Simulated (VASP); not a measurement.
# A VASP study of FeNi (Tetrataenite) (PBEsol): structure first, properties next, part 6 of 7

Wanted: the relaxed cell of FeNi (Tetrataenite) and its properties. The start is a cell from a database of measured crystal structures.

VASP 6.6.1, plane waves and PAW; the level of theory is named at each step.

Still holding for the runs below: The magnetic order is the lowest of the few collinear ones that converged above; longer or canted patterns were not tried. The k-mesh is coarse for a metal.

So far, moment of the cell, from the last line of the log (μB): step 2 (magnetic order: ferromagnetic) 3.24; step 8 (full relaxation (PBEsol)) 3.17; step 12 (density of states (PBEsol)) 3.10; step 13 (independent-particle dielectric function (PBEsol)) 3.14. The relaxed cell has a = 2.463, c = 3.542 Å (conventional setting).

## Step 14: Electric field gradients (PBEsol)

Level of this step: PBEsol, spin-polarised from a ferromagnetic start; plane waves and PAW (Fe, Ni) (VASP).

Field gradients probe how far the charge around each nucleus departs from cubic symmetry; LASPH keeps the non-spherical terms inside the spheres.

INCAR

```
SYSTEM = FeNi
PREC = Accurate
ENCUT = 400
EDIFF = 1E-07
NELM = 100
ISMEAR = 1
SIGMA = 0.2
LREAL = .FALSE.
ALGO = Normal
GGA = PS
NBANDS = 18
ISPIN = 2
MAGMOM = 2.549 0.603
LASPH = .TRUE.
LMAXMIX = 4
LORBIT = 11
LWAVE = .FALSE.
LCHARG = .FALSE.
KPAR = 4
LEFG = .TRUE.
```

POSCAR

```
FeNi
1.0
    2.4632737774      0.0000000000      0.0000000000
    0.0000000000      2.4632737774      0.0000000000
    0.0000000000      0.0000000000      3.5416083581
Fe Ni
1 1
Direct
    0.0000000000      0.0000000000      0.0000000000
    0.5000000000      0.5000000000      0.5000000000
```

KPOINTS

```
Automatic mesh
0
Gamma
9 9 6
0 0 0
```

The projector-augmented-wave data sets are Fe and Ni (PBE family, release 64).

On the command line:

```sh
$ mpirun -np 4 vasp_std
```

The program printed:

```text
[... set-up lines as in an earlier step ...]
 entering main loop
       N       E                     dE             d eps       ncg     rms          rms(c)
DAV:   1     0.681471817616E+02    0.68147E+02   -0.70103E+03  4792   0.112E+03
DAV:   2    -0.149431713314E+02   -0.83090E+02   -0.75282E+02  4340   0.207E+02
DAV:   3    -0.176069010563E+02   -0.26637E+01   -0.25901E+01  4816   0.483E+01
DAV:   4    -0.176335576840E+02   -0.26657E-01   -0.26646E-01  5152   0.430E+00
DAV:   5    -0.176341596462E+02   -0.60196E-03   -0.60193E-03  4886   0.601E-01    0.166E+01
DAV:   6    -0.157391509058E+02    0.18950E+01   -0.10809E+01  4644   0.702E+01    0.107E+01
DAV:   7    -0.169737722022E+02   -0.12346E+01   -0.62051E+00  5540   0.692E+01    0.222E+01
DAV:   8    -0.151681862028E+02    0.18056E+01   -0.38961E+00  5684   0.486E+01    0.408E+00
DAV:   9    -0.151775698555E+02   -0.93837E-02   -0.12274E-01  5364   0.501E+00    0.203E+00
DAV:  10    -0.151660327686E+02    0.11537E-01   -0.12038E-02  6742   0.236E+00    0.823E-01
DAV:  11    -0.151645738240E+02    0.14589E-02   -0.15596E-03  6430   0.755E-01    0.322E-01
DAV:  12    -0.151645316741E+02    0.42150E-04   -0.39929E-04  6484   0.323E-01    0.997E-02
DAV:  13    -0.151645397514E+02   -0.80773E-05   -0.31992E-05  5652   0.115E-01    0.485E-02
DAV:  14    -0.151645415062E+02   -0.17548E-05   -0.46935E-06  6332   0.571E-02    0.165E-02
DAV:  15    -0.151645415298E+02   -0.23653E-07   -0.14262E-06  5598   0.199E-02    0.692E-03
DAV:  16    -0.151645413520E+02    0.17781E-06   -0.26716E-07  3050   0.155E-02    0.235E-03
DAV:  17    -0.151645413689E+02   -0.16856E-07   -0.55082E-08  2292   0.518E-03
ion   1
     0.0000000     0.0000000    -0.0000000    -4.4113616     0.0000000     0.0000000
     0.0000445     0.0000000    -0.0000000    -4.4113616     0.0000000     0.0000000
     0.0000605     0.0000000    -0.0000000    -4.4113615     0.0000000     0.0000000
     0.0000823     0.0000000    -0.0000000    -4.4113615     0.0000000     0.0000000
     0.0001120     0.0000000    -0.0000000    -4.4113614     0.0000000     0.0000000

     0.0000000     0.0000000    -0.0000000   -21.2000880     0.0000000     0.0000000
     0.0000445     0.0000000    -0.0000000   -21.2001215     0.0000000     0.0000000
     0.0000605     0.0000000    -0.0000000   -21.2001450     0.0000000     0.0000000
     0.0000823     0.0000000    -0.0000000   -21.2001857     0.0000000     0.0000000
     0.0001120     0.0000000    -0.0000000   -21.2002554     0.0000000     0.0000000

ion   2
     0.0000000     0.0000000    -0.0000000     0.3547168     0.0000000    -0.0000000
     0.0000452     0.0000000    -0.0000000     0.3547168     0.0000000    -0.0000000
     0.0000622     0.0000000    -0.0000000     0.3547168     0.0000000    -0.0000000
     0.0000857     0.0000000    -0.0000000     0.3547168     0.0000000    -0.0000000
     0.0001180     0.0000000    -0.0000000     0.3547168     0.0000000    -0.0000000

     0.0000000     0.0000000    -0.0000000     7.7734475     0.0000000    -0.0000000
     0.0000452     0.0000000    -0.0000000     7.7733595     0.0000000    -0.0000000
     0.0000622     0.0000000    -0.0000000     7.7733179     0.0000000    -0.0000000
     0.0000857     0.0000000    -0.0000000     7.7732553     0.0000000    -0.0000000
     0.0001180     0.0000000    -0.0000000     7.7731629     0.0000000    -0.0000000

   1 F= -.15164541E+02 E0= -.15166002E+02  d E =0.438296E-02  mag=     3.1671
```

Run time: 15 s. Hardware: 4 MPI ranks of AMD EPYC 7R43, shared host; peak memory 0.41 GiB.

Parts of OUTCAR (step 14):

```text
   NELECT =      18.0000    total number of electrons

 E-fermi :   7.9930

 spin component 1
 k-point     1 :       0.0000    0.0000    0.0000
  band No.  band energies     occupation
    ...
      7       6.3690      1.00000
      8       6.6133      1.00000
      9       7.3805      1.00007
     10       7.6132      1.01093
     11       7.6132      1.01093
     12      10.1306     -0.00000
     13      17.4042      0.00000
     14      23.1675      0.00000
     15      23.1675      0.00000
     16      28.2327      0.00000
    ...

 k-point     2 :       0.1111    0.0000    0.0000
  band No.  band energies     occupation
    ...
      7       6.3888      1.00000
      8       6.5304      1.00000
      9       6.8950      1.00000
     10       7.2237      1.00000
     11       7.5555      1.00417
     12      11.1707     -0.00000
     13      17.4515      0.00000
     14      20.6804      0.00000
     15      23.6810      0.00000
     16      29.3021      0.00000
    ...

  Total       -0.0186228     -0.0186228     -0.0060996      0.0000000     -0.0000000      0.0000000
  in kB       -1.3884506     -1.3884506     -0.4547669      0.0000000     -0.0000000      0.0000000
  external PRESSURE =      -1.0772227 kB  Pullay stress =       0.0000000 kB

  FREE ENERGIE OF THE ION-ELECTRON SYSTEM (eV)
  ---------------------------------------------------
  free  energy   TOTEN  =       -15.1645413689 eV

  energy  without entropy=      -15.1689243289  energy(sigma->0) =      -15.16600236

 Electric field gradients after diagonalization (V/A^2)
 (convention: |V_zz| > |V_xx| > |V_yy|)
----------------------------------------------------------------------
 ion       V_xx      V_yy      V_zz     asymmetry (V_yy - V_xx)/ V_zz
----------------------------------------------------------------------
   1     -13.081   -13.081    26.162       0.000
   2       4.701     4.701    -9.402       0.000
----------------------------------------------------------------------

[... 11 parts as in an earlier step ...]

[... 13 further parts left out ...]
```

Numbers from this step:

```yaml
electronic_steps: 17
bands: 18
irreducible_k_points: 60
free_energy_toten: -15.16 eV
fermi_energy: 7.993 eV
pressure: -0.1077 GPa
moment_of_the_cell_from_the_last_line_of_the_log: 3.167 μB
```

Spin moment in the PAW sphere by atom:

| atom | spin moment in the PAW sphere (μB) |
| --- | --- |
| Fe1 | 2.55 |
| Ni2 | 0.60 |

Electric field gradients, by row:

| atom | Vxx (V/Å²) | Vyy (V/Å²) | Vzz (V/Å²) | asymmetry |
| --- | --- | --- | --- | --- |
| Fe1 | -13.08 | -13.08 | 26.16 | 0 |
| Ni2 | 4.701 | 4.701 | -9.402 | 0 |

The largest gradient, 26.16 V/Å², sits on Fe1; the stable nuclei of Fe have no quadrupole moment in their ground state, so NMR and NQR don't see it.

## Step 15: Band structure (PBEsol), changed input

The mesh alone shows little of the dispersion and can miss band extrema, so KPOINTS_OPT adds a path through the symmetry points after the self-consistent cycle. Some settings are moved from the usual, to see what they do.

INCAR

```
SYSTEM = FeNi
PREC = Accurate
ENCUT = 800
EDIFF = 1E-06
NELM = 100
ISMEAR = 1
SIGMA = 0.2
LREAL = .FALSE.
ALGO = Normal
GGA = PS
NBANDS = 24
ISPIN = 2
MAGMOM = 2.549 0.603
LASPH = .TRUE.
LMAXMIX = 4
LORBIT = 11
LWAVE = .FALSE.
LCHARG = .FALSE.
KPAR = 4
```

POSCAR is that of step 14.

KPOINTS

```
Automatic mesh
0
Monkhorst-Pack
9 9 6
0 0 0
```

KPOINTS_OPT

```
Line mode
16
Line-mode
Reciprocal
  0.00000000   0.00000000   0.00000000 GAMMA
  0.00000000   0.50000000   0.00000000 X

  0.00000000   0.50000000   0.00000000 X
  0.50000000   0.50000000   0.00000000 M

  0.50000000   0.50000000   0.00000000 M
  0.00000000   0.00000000   0.00000000 GAMMA

  0.00000000   0.00000000   0.00000000 GAMMA
  0.00000000   0.00000000   0.50000000 Z

  0.00000000   0.00000000   0.50000000 Z
  0.00000000   0.50000000   0.50000000 R

  0.00000000   0.50000000   0.50000000 R
  0.50000000   0.50000000   0.50000000 A

  0.50000000   0.50000000   0.50000000 A
  0.00000000   0.00000000   0.50000000 Z

  0.00000000   0.50000000   0.00000000 X
  0.00000000   0.50000000   0.50000000 R

  0.50000000   0.50000000   0.00000000 M
  0.50000000   0.50000000   0.50000000 A
```

On the command line:

```sh
$ mpirun -np 4 vasp_std
```

The program printed:

```text
[... set-up lines as in an earlier step ...]
 entering main loop
       N       E                     dE             d eps       ncg     rms          rms(c)
DAV:   1     0.106351804434E+03    0.10635E+03   -0.10167E+04  4824   0.139E+03
DAV:   2    -0.962038245218E+01   -0.11597E+03   -0.10280E+03  4448   0.246E+02
DAV:   3    -0.175374823381E+02   -0.79171E+01   -0.74513E+01  4992   0.664E+01
DAV:   4    -0.176345084842E+02   -0.97026E-01   -0.96900E-01  5056   0.686E+00
DAV:   5    -0.176363876003E+02   -0.18791E-02   -0.18790E-02  5200   0.961E-01    0.166E+01
DAV:   6    -0.157497696745E+02    0.18866E+01   -0.62843E+00  5528   0.536E+01    0.107E+01
DAV:   7    -0.169534445196E+02   -0.12037E+01   -0.50845E+00  6048   0.524E+01    0.220E+01
DAV:   8    -0.151757884484E+02    0.17777E+01   -0.34007E+00  5992   0.372E+01    0.413E+00
DAV:   9    -0.151764351806E+02   -0.64673E-03   -0.61226E-02  5792   0.356E+00    0.208E+00
DAV:  10    -0.151649800168E+02    0.11455E-01   -0.94619E-03  7264   0.205E+00    0.821E-01
DAV:  11    -0.151633120105E+02    0.16680E-02   -0.12868E-03  6656   0.582E-01    0.331E-01
DAV:  12    -0.151633334438E+02   -0.21433E-04   -0.29615E-04  6392   0.236E-01    0.977E-02
DAV:  13    -0.151633404877E+02   -0.70439E-05   -0.20197E-05  5904   0.655E-02    0.474E-02
DAV:  14    -0.151633427367E+02   -0.22490E-05   -0.20636E-06  5016   0.336E-02    0.173E-02
DAV:  15    -0.151633427173E+02    0.19464E-07   -0.11691E-06  3808   0.139E-02
   1 F= -.15163343E+02 E0= -.15163583E+02  d E =0.720887E-03  mag=     3.1724
 Start KPOINTS_OPT (optional k-point list driver)
k-point batch [1-45\144]
       N       E                     dE             ncg
DAV:   1     0.100777212670E+05   -0.25525E+05     4776
DAV:   2     0.489848952680E+04   -0.51792E+04     4456
DAV:   3     0.453673150275E+04   -0.36176E+03     5328
DAV:   4     0.453210406212E+04   -0.46274E+01     5176
DAV:   5     0.453201312215E+04   -0.90940E-01     5376
DAV:   6     0.453200846325E+04   -0.46589E-02     6416
DAV:   7     0.453200843669E+04   -0.26567E-04     5120
DAV:   8     0.453200843580E+04   -0.88600E-06     3744
[...]
k-point batch [136-144\144]
       N       E                     dE             ncg
DAV:   1     0.377092485409E+05   -0.96441E+04      952
DAV:   2     0.365962564277E+05   -0.11130E+04      968
DAV:   3     0.365251800702E+05   -0.71076E+02      960
DAV:   4     0.365243926583E+05   -0.78741E+00     1064
DAV:   5     0.365243758507E+05   -0.16808E-01      976
DAV:   6     0.365243749014E+05   -0.94931E-03     1280
DAV:   7     0.365243748997E+05   -0.16681E-05      880
DAV:   8     0.365243748997E+05   -0.16720E-07      632
```

The job ended after 85 s (4 MPI ranks; peak memory 0.92 GiB; 5.6 min of CPU time).

Parts of OUTCAR (step 15):

```text
   k-points           NKPTS =     45   k-points in BZ     NKDIM =     45   number of bands    NBANDS=     24

   ENCUT  =  800.0 eV  58.80 Ry    7.67 a.u.   5.68  5.68  8.17*2*pi/ulx,y,z

   NELECT =      18.0000    total number of electrons

 E-fermi :   7.9890

 spin component 1
 k-point     1 :       0.0000    0.0000    0.0833
  band No.  band energies     occupation
    ...
      7       6.3342      1.00000
      8       6.6231      1.00000
      9       7.3645      1.00005
     10       7.5552      1.00446
     11       7.5552      1.00446
     12       9.6876     -0.00000
     13      17.9908      0.00000
     14      23.3136      0.00000
     15      23.3136      0.00000
     16      28.2491      0.00000
    ...

 k-point     2 :       0.1111    0.0000    0.0833
  band No.  band energies     occupation
    ...
      7       6.3589      1.00000
      8       6.5465      1.00000
      9       6.8117      1.00000
     10       7.1751      1.00000
     11       7.5368      1.00315
     12      10.7101     -0.00000
     13      18.0734      0.00000
     14      20.8086      0.00000
     15      23.8205      0.00000
     16      29.3163      0.00000
    ...

  Total        0.1257868      0.1257868      0.0547406      0.0000000      0.0000000      0.0000000
  in kB        9.3782048      9.3782048      4.0812603      0.0000000      0.0000000      0.0000000
  external PRESSURE =       7.6125567 kB  Pullay stress =       0.0000000 kB

 POSITION                                       TOTAL-FORCE (eV/Angst)
 -----------------------------------------------------------------------------------
      0.00000      0.00000      0.00000         0.000000      0.000000      0.000000
      1.23164      1.23164      1.77080         0.000000      0.000000      0.000000
 -----------------------------------------------------------------------------------
    total drift:                                0.000000      0.000000     -0.000000

  FREE ENERGIE OF THE ION-ELECTRON SYSTEM (eV)
  ---------------------------------------------------
  free  energy   TOTEN  =       -15.1633427173 eV

  energy  without entropy=      -15.1640636045  energy(sigma->0) =      -15.16358301

 magnetization (x)
# of ion       s       p       d       tot
------------------------------------------
    1       -0.001  -0.020   2.575   2.554
    2       -0.028  -0.062   0.695   0.605
--------------------------------------------------
tot         -0.028  -0.082   3.270   3.159

[... 3 parts as in an earlier step ...]

[... 17 further parts left out ...]
```

Numbers from this step:

```yaml
electronic_steps: 15
bands: 24
irreducible_k_points: 45
energy_at_zero_smearing: -15.16 eV
fermi_energy: 7.989 eV
pressure: 0.7613 GPa
moment_of_the_cell_from_the_last_line_of_the_log: 3.172 μB
```

Spin up. Electronic bands along the path, in eV, zero at the Fermi level; # counts the bands kept:

| point | #7 | #8 | #9 | #10 | #11 | #12 | #13 | #14 |
| --- | --- | --- | --- | --- | --- | --- | --- | --- |
| Γ | -1.62 | -1.38 | -0.61 | -0.38 | -0.38 | 2.14 | 9.42 | 15.18 |
| 0.47 of the way | -2.21 | -1.69 | -1.37 | -1.19 | -0.63 | 5.40 | 8.15 | 10.14 |
| X | -2.02 | -1.84 | -1.48 | -1.37 | 0.87 | 1.53 | 11.67 | 11.68 |
| 0.47 of the way | -1.19 | -1.14 | -0.94 | -0.85 | 1.44 | 1.94 | 12.54 | 12.85 |
| M | -0.63 | -0.42 | -0.42 | 0.08 | 2.56 | 2.56 | 9.64 | 10.04 |
| 0.53 of the way | -1.80 | -1.80 | -1.52 | -1.19 | -0.40 | 7.29 | 8.68 | 10.02 |
| Γ | -1.62 | -1.38 | -0.61 | -0.38 | -0.38 | 2.14 | 9.42 | 15.18 |
| 0.53 of the way | -1.94 | -1.26 | -0.86 | -0.86 | -0.74 | -0.68 | 13.74 | 16.59 |
| Z | -1.69 | -1.69 | -1.64 | -1.64 | -1.02 | -0.98 | 19.43 | 19.46 |
| 0.47 of the way | -2.21 | -2.14 | -0.81 | -0.74 | -0.68 | -0.68 | 11.57 | 12.17 |
| R | -0.75 | -0.68 | -0.55 | -0.47 | -0.46 | -0.35 | 5.97 | 6.54 |
| 0.53 of the way | -2.05 | -2.04 | -0.85 | -0.47 | 3.77 | 3.90 | 6.39 | 6.91 |
| A | -1.66 | -1.62 | -0.63 | 0.08 | 7.97 | 7.97 | 8.07 | 8.07 |
| 0.47 of the way | -2.07 | -1.96 | -1.47 | -1.29 | 1.41 | 1.41 | 11.26 | 11.81 |
| Z | -1.69 | -1.69 | -1.64 | -1.64 | -1.02 | -0.98 | 19.43 | 19.46 |
| jump to X | -2.02 | -1.84 | -1.48 | -1.37 | 0.87 | 1.53 | 11.67 | 11.68 |
| 0.53 of the way | -2.26 | -2.23 | -0.95 | -0.81 | 0.58 | 1.03 | 7.51 | 7.93 |
| R | -0.75 | -0.68 | -0.55 | -0.47 | -0.46 | -0.35 | 5.97 | 6.54 |
| jump to M | -0.63 | -0.42 | -0.42 | 0.08 | 2.56 | 2.56 | 9.64 | 10.04 |
| 0.47 of the way | -1.12 | -1.00 | -0.63 | 0.08 | 4.35 | 4.35 | 9.80 | 10.07 |
| A | -1.66 | -1.62 | -0.63 | 0.08 | 7.97 | 7.97 | 8.07 | 8.07 |

Of the projections kept (Fe, Ni), the largest for each band there; the rest of the weight can lie on other orbitals:

| point | #7 | #8 | #9 | #10 | #11 | #12 | #13 | #14 |
| --- | --- | --- | --- | --- | --- | --- | --- | --- |
| Γ | Ni 0.56 | Ni 0.53 | Fe 0.53 | Fe 0.52 | Fe 0.52 | Fe 0.50 | Fe 0.53 | Ni 0.52 |
| X | Fe 0.99 | Ni 1.00 | Ni 1.00 | Fe 1.00 | Ni 0.86 | Fe 0.85 | Fe 0.53 | Fe 0.51 |
| M | Ni 1.00 | Ni 0.53 | Ni 0.53 | Fe 1.00 | Ni 0.51 | Ni 0.51 | Ni 0.54 | Fe 0.55 |
| Γ | Ni 0.56 | Ni 0.53 | Fe 0.53 | Fe 0.52 | Fe 0.52 | Fe 0.50 | Fe 0.53 | Ni 0.52 |
| Z | Ni 0.99 | Ni 0.99 | Fe 0.99 | Fe 0.99 | Ni 1.00 | Fe 1.00 | Ni 0.87 | Ni 0.64 |
| R | Ni 0.82 | Ni 0.62 | Fe 0.60 | Fe 0.76 | Ni 0.67 | Fe 0.68 | Ni 0.64 | Fe 0.69 |

(Continued in part 7 of 7.)

[Lines on the potential files, build, host, timing and source positions are cut from VASP's logs without a mark.]

[Logs are printed without paths, hosts, clocks, repeated set-up lines and the standing remarks that a program may print on its own settings, such as how far it seeks lower states.]

[Hosts, paths, dates, database ids (printed as entryN), source tags and the programs' standing remarks are cut or masked in the printed files.]

[A measured line is paired with the nearest computed mode of its activity, which favours agreement.]
